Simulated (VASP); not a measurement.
# Mg6VCd (Amm2) in VASP: equation of state, part 2 of 2

VASP 6.6.1. Earlier steps stand in the parts before.

## 3. Equation of state, PBE, collinear spin, ferromagnetic start, 20.36 Å³/atom (volume scaled by 0.96)

Contents of INCAR:

```
PREC = Accurate ; ENCUT = 520
EDIFF = 1E-7 ; ISMEAR = -1
SIGMA = 0.05 ; LREAL = F
LASPH = T ; NELM = 150
ALGO = Normal ; ISIF = 2
LWAVE = F ; LCHARG = F
ISPIN = 2 ; MAGMOM = 0 2 0 0 0 0 0 0
LORBIT = 11 ; LMAXMIX = 4
GGA = PE ; NBANDS = 32
```

Contents of KPOINTS:

```
regular mesh
0
Gamma
  6 5 5
```

Contents of POSCAR:

```
Mg6VCd
1.0
    4.9373674241      0.0000000000      0.0000000000
    0.0000000000      3.0765546777      5.3619583867
    0.0000000000     -3.0765546777      5.3619583867
Cd V Mg
1 1 6
Direct
    0.5000000000      0.6657830000      0.6657830000
    0.5000000000      0.1672020000      0.1672020000
    0.0000000000      0.8331200000      0.8331200000
    0.0000000000      0.3277820000      0.3277820000
    0.0000000000      0.3280200000      0.8443880000
    0.0000000000      0.8443880000      0.3280200000
    0.5000000000      0.1695150000      0.6641850000
    0.5000000000      0.6641850000      0.1695150000
```

Potentials or basis: VASP PAW PBE potentials, release 64 (Cd, V_sv, Mg).

The run is started by

```bash
$ cat potpaw_PBE.64/Cd/POTCAR potpaw_PBE.64/V_sv/POTCAR potpaw_PBE.64/Mg/POTCAR > POTCAR
$ mpirun -np 1 vasp_std > vasp.out
```

OUTCAR:

```text
PREC = Accurate
   ENCUT = 520
   EDIFF = 1E-7
   ISMEAR = -1
   LREAL = F
   LASPH = T
   NELM = 150
   ISIF = 2
   ISPIN = 2
   LORBIT = 11
   GGA = PE

 Found     36 irreducible k-points:

 Following reciprocal coordinates:
            Coordinates               Weight
  0.000000  0.000000  0.000000      1.000000
  0.166667  0.000000  0.000000      2.000000
  0.333333  0.000000  0.000000      2.000000
  0.500000  0.000000  0.000000      1.000000
  0.000000  0.200000 -0.000000      4.000000
  0.166667  0.200000 -0.000000      8.000000
   k-points           NKPTS =     36   k-points in BZ     NKDIM =     36   number of bands    NBANDS=     32
   number of dos      NEDOS =    301   number of ions     NIONS =      8
   total plane-waves  NPLWV =  92160
   dimension x,y,z NGX =    40 NGY =   48 NGZ =   48
   dimension x,y,z NGXF=    80 NGYF=   96 NGZF=   96
   ions per type =               1   1   6
[... 480 lines left out ...]
  Total        2.2336390      1.9901720      1.8157381      0.0000000      0.0000000      0.0000000
  in kB       21.9689881     19.5743648     17.8587173      0.0000000      0.0000000      0.0000000
  external PRESSURE =      19.8006900 kB  Pullay stress =       0.0000000 kB

 VOLUME and BASIS-vectors are now :
 -----------------------------------------------------------------------------
  energy-cutoff  :      520.00
  volume of cell :      162.90
      direct lattice vectors                 reciprocal lattice vectors
     4.937367424  0.000000000  0.000000000     0.202537084  0.000000000  0.000000000
     0.000000000  3.076554678  5.361958387     0.000000000  0.162519458  0.093249511
     0.000000000 -3.076554678  5.361958387     0.000000000 -0.162519458  0.093249511

 POSITION                                       TOTAL-FORCE (eV/Angst)
 -----------------------------------------------------------------------------------
      2.46868      0.00000      7.13980         0.000000      0.000000     -0.002205
      2.46868      0.00000      1.79306         0.000000      0.000000      0.014839
      0.00000      0.00000      8.93431         0.000000      0.000000     -0.023979
      0.00000      0.00000      3.51511         0.000000      0.000000      0.003724
      0.00000     -1.58863      6.28640         0.000000      0.024888     -0.009943
      0.00000      1.58863      6.28640         0.000000     -0.024888     -0.009943
      2.46868     -1.52188      4.47026         0.000000      0.006740      0.013753
      2.46868      1.52188      4.47026         0.000000     -0.006740      0.013753
 -----------------------------------------------------------------------------------
    total drift:                               -0.000000     -0.000000      0.000247

  FREE ENERGIE OF THE ION-ELECTRON SYSTEM (eV)
  ---------------------------------------------------
  free  energy   TOTEN  =       -17.8412791685 eV

  energy  without entropy=      -17.8034842905  energy(sigma->0) =      -17.82238173

 total charge

# of ion       s       p       d       tot
------------------------------------------
    1        0.557   0.373   9.434  10.364
    2        2.217   6.090   3.034  11.341
    3        0.215   0.137   0.015   0.368
    4        0.220   0.150   0.015   0.385
    5        0.211   0.145   0.016   0.372
    6        0.211   0.145   0.016   0.372
    7        0.208   0.146   0.015   0.369
    8        0.208   0.146   0.015   0.369
--------------------------------------------------
tot          4.048   7.330  12.561  23.939

 magnetization (x)

# of ion       s       p       d       tot
------------------------------------------
    1       -0.015  -0.006   0.009  -0.012
    2        0.043   0.030   2.464   2.537
    3        0.013  -0.006  -0.000   0.006
    4       -0.005   0.006   0.002   0.003
    5       -0.004   0.006   0.002   0.004
    6       -0.004   0.006   0.002   0.004
    7       -0.008  -0.001   0.002  -0.008
    8       -0.008  -0.001   0.002  -0.008
--------------------------------------------------
tot          0.010   0.032   2.483   2.525
```

OSZICAR:

```text
N       E                     dE             d eps       ncg     rms          rms(c)
DAV:   1     0.187391204971E+03    0.18739E+03   -0.17057E+04  5200   0.971E+02
DAV:   2    -0.124131691186E+02   -0.19980E+03   -0.19237E+03  5064   0.246E+02
DAV:   3    -0.192235549271E+02   -0.68104E+01   -0.67076E+01  5736   0.456E+01
DAV:   4    -0.192733565591E+02   -0.49802E-01   -0.49728E-01  5120   0.388E+00
DAV:   5    -0.192738619774E+02   -0.50542E-03   -0.50540E-03  5736   0.434E-01    0.140E+01
DAV:   6    -0.306698188533E+02   -0.11396E+02   -0.66395E+01  5232   0.315E+01    0.390E+01
DAV:   7    -0.177071101208E+02    0.12963E+02   -0.46094E+01  5296   0.394E+01    0.698E+00
DAV:   8    -0.175634580588E+02    0.14365E+00   -0.15207E+00  4864   0.503E+00    0.313E+00
DAV:   9    -0.176194957638E+02   -0.56038E-01   -0.42613E-01  5472   0.228E+00    0.366E+00
DAV:  10    -0.177613018500E+02   -0.14181E+00   -0.21005E-01  5648   0.133E+00    0.264E+00
DAV:  11    -0.178311646722E+02   -0.69863E-01   -0.15368E-01  5488   0.155E+00    0.970E-01
DAV:  12    -0.178410317417E+02   -0.98671E-02   -0.30018E-02  5560   0.613E-01    0.427E-01
DAV:  13    -0.178406276017E+02    0.40414E-03   -0.87376E-03  5488   0.388E-01    0.281E-01
DAV:  14    -0.178411551840E+02   -0.52758E-03   -0.16339E-03  5480   0.187E-01    0.120E-01
DAV:  15    -0.178412747719E+02   -0.11959E-03   -0.36288E-04  5936   0.780E-02    0.233E-02
DAV:  16    -0.178412783674E+02   -0.35955E-05   -0.23503E-05  5440   0.221E-02    0.128E-02
DAV:  17    -0.178412792044E+02   -0.83702E-06   -0.62747E-06  5408   0.106E-02    0.443E-03
DAV:  18    -0.178412791685E+02    0.35903E-07   -0.92441E-07  4848   0.525E-03
   1 F= -.17841279E+02 E0= -.17822382E+02  d E =-.377949E-01  mag=     3.1469
```

stdout:

```text
POSCAR found type information on POSCAR CdV Mg
 POSCAR found :  3 types and       8 ions
 scaLAPACK will be used
 LDA part: xc-table for (Slater+PW92), standard interpolation
 POSCAR, INCAR and KPOINTS ok, starting setup
 FFT: planning ... GRIDC
 FFT: planning ... GRID_SOFT
 FFT: planning ... GRID
 WAVECAR not read
 entering main loop
```

Run time: 5.4 min. Hardware: 1 thread of Intel Xeon Platinum 8488C (Sapphire Rapids), shared host; peak memory 0.56 GiB.

Results:

```yaml
Free_energy: -17.8413 eV
Pressure: 2.0 GPa
Largest_force: 0.027 eV/Å
Band_gap_on_the_k_mesh: none (metal or under the smearing width)
Net_moment: 3.15 μB per cell
Site_moments: Cd -0.01; V +2.54; Mg +0.01, +0.00, -0.01 μB
Valence_electrons_inside_the_program's_atomic_spheres: Cd 10.36; V 11.34; Mg 0.37, 0.39
```

## 4. Equation of state, PBE, collinear spin, ferromagnetic start, 20.79 Å³/atom (volume scaled by 0.98)

Contents of INCAR:

```
PREC     = Accurate       # precision mode
ENCUT    = 520            # plane-wave cutoff, eV
EDIFF    = 1E-7           # SCF threshold, eV
ISMEAR   = -1             # smearing method
SIGMA    = 0.05           # smearing width, eV
LREAL    = F              # projectors in reciprocal space
LASPH    = T              # aspherical terms in the spheres
NELM     = 150            # most SCF steps
ALGO     = Normal         # electronic algorithm
ISIF     = 2              # what is computed and relaxed
LWAVE    = F              # write WAVECAR
LCHARG   = F              # write CHGCAR
ISPIN    = 2              # spin polarisation
MAGMOM   = 0 2 0 0 0 0 0 0 # initial moments
LORBIT   = 11             # projections on sites
LMAXMIX  = 4              # l up to which the mixer works
GGA      = PE             # functional
NBANDS   = 32             # bands
```

KPOINTS is that of step 3.

Edit POSCAR of step 3 so:

```diff
@@ -2,5 +2,5 @@
 1.0
-    4.9373674241      0.0000000000      0.0000000000
-    0.0000000000      3.0765546777      5.3619583867
-    0.0000000000     -3.0765546777      5.3619583867
+    4.9714193100      0.0000000000      0.0000000000
+    0.0000000000      3.0977729666      5.3989385787
+    0.0000000000     -3.0977729666      5.3989385787
 Cd V Mg
```

The run is started by

```bash
$ cat potpaw_PBE.64/Cd/POTCAR potpaw_PBE.64/V_sv/POTCAR potpaw_PBE.64/Mg/POTCAR > POTCAR
$ mpirun -np 1 vasp_std > vasp.out
```

Run time: 5.6 min. Hardware: 1 thread of Intel Xeon Platinum 8488C (Sapphire Rapids), shared host; peak memory 0.56 GiB.

The run converged. Its results:

```
Free energy                                           : -17.8726 eV
Pressure                                              : 1.0 GPa
Largest force                                         : 0.024 eV/Å
Band gap on the k mesh                                : none (metal or under the smearing width)
Net moment                                            : 3.21 μB per cell
Site moments                                          : Cd -0.01; V +2.57; Mg +0.01, +0.00, -0.01 μB
Valence electrons inside the program's atomic spheres : Cd 10.35; V 11.33; Mg 0.36, 0.38, 0.37
```

## 5. Equation of state, PBE, collinear spin, ferromagnetic start, 21.63 Å³/atom (volume scaled by 1.02)

Contents of INCAR:

```
SYSTEM = Mg6VCd
PREC = Accurate ; ENCUT = 520
EDIFF = 1E-7 ; ISMEAR = -1
SIGMA = 0.05 ; LREAL = .FALSE.
LASPH = .TRUE. ; NELM = 100
ALGO = Normal ; ISIF = 2
LWAVE = .FALSE. ; LCHARG = .FALSE.
ISPIN = 2 ; MAGMOM = 0 2 0 0 0 0 0 0
LORBIT = 11 ; LMAXMIX = 4
GGA = PE ; NBANDS = 32
```

Contents of KPOINTS:

```
Automatic mesh
0
G
  6 5 5
  0 0 0
```

Edit POSCAR of step 4 so:

```diff
@@ -2,5 +2,5 @@
 1.0
-    4.9714193100      0.0000000000      0.0000000000
-    0.0000000000      3.0977729666      5.3989385787
-    0.0000000000     -3.0977729666      5.3989385787
+    5.0381577342      0.0000000000      0.0000000000
+    0.0000000000      3.1393587741      5.4714162014
+    0.0000000000     -3.1393587741      5.4714162014
 Cd V Mg
```

The run is started by

```bash
$ cat potpaw_PBE.64/Cd/POTCAR potpaw_PBE.64/V_sv/POTCAR potpaw_PBE.64/Mg/POTCAR > POTCAR
$ mpirun -np 1 vasp_std > vasp.out
```

Run time: 6 min. Hardware: 1 thread of Intel Xeon Platinum 8488C (Sapphire Rapids), shared host; peak memory 0.57 GiB.

The run converged. Its results:

```yaml
Free_energy: -17.8757 eV
Pressure: -0.8 GPa
Largest_force: 0.024 eV/Å
Band_gap_on_the_k_mesh: none (metal or under the smearing width)
Net_moment: 3.32 μB per cell
Site_moments: Cd -0.01; V +2.64; Mg +0.01, +0.00, -0.01 μB
Valence_electrons_inside_the_program's_atomic_spheres: Cd 10.33; V 11.31; Mg 0.35, 0.37
```

## 6. Equation of state, PBE, collinear spin, ferromagnetic start, 22.06 Å³/atom (volume scaled by 1.04)

Contents of INCAR:

```
SYSTEM = Mg6VCd
ALGO = Normal
EDIFF = 1E-7
ENCUT = 520
GGA = PE
ISIF = 2
ISMEAR = -1
ISPIN = 2
LASPH = .True.
LCHARG = .False.
LMAXMIX = 4
LORBIT = 11
LREAL = .False.
LWAVE = .False.
MAGMOM = 0 2 0 0 0 0 0 0
NBANDS = 32
NELM = 100
PREC = Accurate
SIGMA = 0.05
```

Contents of KPOINTS:

```
k-points
0
Gamma
  6 5 5
  0 0 0
```

Edit POSCAR of step 5 so:

```diff
@@ -2,5 +2,5 @@
 1.0
-    5.0381577342      0.0000000000      0.0000000000
-    0.0000000000      3.1393587741      5.4714162014
-    0.0000000000     -3.1393587741      5.4714162014
+    5.0708739609      0.0000000000      0.0000000000
+    0.0000000000      3.1597447919      5.5069458736
+    0.0000000000     -3.1597447919      5.5069458736
 Cd V Mg
```

Potentials or basis: VASP PAW PBE potentials, release 64 (Cd, V_sv, Mg).

The run is started by

```bash
$ cat potpaw_PBE.64/Cd/POTCAR potpaw_PBE.64/V_sv/POTCAR potpaw_PBE.64/Mg/POTCAR > POTCAR
$ mpirun -np 1 vasp_std > vasp.out
```

It took 6.1 min on 1 thread of Intel Xeon Platinum 8488C (Sapphire Rapids), shared host; peak memory 0.58 GiB.

Results (log left out):

| Item | Value |
| --- | --- |
| Free energy | -17.8513 eV |
| Pressure | -1.5 GPa |
| Largest force | 0.031 eV/Å |
| Band gap on the k mesh | none (metal or under the smearing width) |
| Net moment | 3.37 μB per cell |
| Site moments | Cd -0.01; V +2.67; Mg +0.01, +0.00, -0.01 μB |
| Valence electrons inside the program's atomic spheres | Cd 10.32; V 11.30; Mg 0.35, 0.36 |

## 7. Equation of state, PBE, collinear spin, ferromagnetic start, 22.48 Å³/atom (volume scaled by 1.06)

Contents of INCAR:

```
ALGO     = Normal         # electronic algorithm
EDIFF    = 1E-7           # SCF threshold, eV
ENCUT    = 520            # plane-wave cutoff, eV
GGA      = PE             # functional
ISIF     = 2              # what is computed and relaxed
ISMEAR   = -1             # smearing method
ISPIN    = 2              # spin polarisation
LASPH    = True           # aspherical terms in the spheres
LCHARG   = False          # write CHGCAR
LMAXMIX  = 4              # l up to which the mixer works
LORBIT   = 11             # projections on sites
LREAL    = False          # projectors in reciprocal space
LWAVE    = False          # write WAVECAR
MAGMOM   = 0 2 0 0 0 0 0 0 # initial moments
NBANDS   = 32             # bands
NELM     = 100            # most SCF steps
PREC     = Accurate       # precision mode
SIGMA    = 0.05           # smearing width, eV
```

Contents of KPOINTS:

```
k-points
0
Gamma
  6 5 5
```

Edit POSCAR of step 6 so:

```diff
@@ -2,5 +2,5 @@
 1.0
-    5.0708739609      0.0000000000      0.0000000000
-    0.0000000000      3.1597447919      5.5069458736
-    0.0000000000     -3.1597447919      5.5069458736
+    5.1031733920      0.0000000000      0.0000000000
+    0.0000000000      3.1798710975      5.5420229076
+    0.0000000000     -3.1798710975      5.5420229076
 Cd V Mg
```

The run is started by

```bash
$ cat potpaw_PBE.64/Cd/POTCAR potpaw_PBE.64/V_sv/POTCAR potpaw_PBE.64/Mg/POTCAR > POTCAR
$ mpirun -np 1 vasp_std > vasp.out
```

It took 5.9 min on 1 thread of Intel Xeon Platinum 8488C (Sapphire Rapids), shared host; peak memory 0.58 GiB.

The run converged. Its results:

- Free energy: -17.8119 eV
- Pressure: -2.2 GPa
- Largest force: 0.038 eV/Å
- Band gap on the k mesh: none (metal or under the smearing width)
- Net moment: 3.42 μB per cell
- Site moments: Cd -0.01; V +2.69; Mg +0.01, +0.00, -0.01 μB
- Valence electrons inside the program's atomic spheres: Cd 10.31; V 11.30; Mg 0.34, 0.36

## 8. Equation of state, PBE, collinear spin, ferromagnetic start

Potentials or basis: VASP PAW PBE potentials, release 64 (Cd, V_sv, Mg).

This step only gathers the single runs of the series.

Results:

```
Equilibrium volume                        : 21.24 Å³/atom
Bulk modulus at fixed shape and positions : 43 GPa
Pressure derivative of the bulk modulus   : 4.2
```

Energy against volume, from the lowest point:
```tsv
volume (Å³/atom)	energy (meV/atom)
19.938	12.02
20.362	5.26
20.786	1.35
21.211	0.00
21.635	0.96
22.059	4.00
22.483	8.93
```

Caveat: the cell was scaled at fixed shape and fractional positions, which overstates the stiffness of a crystal with free parameters, most of all of layers and chains.
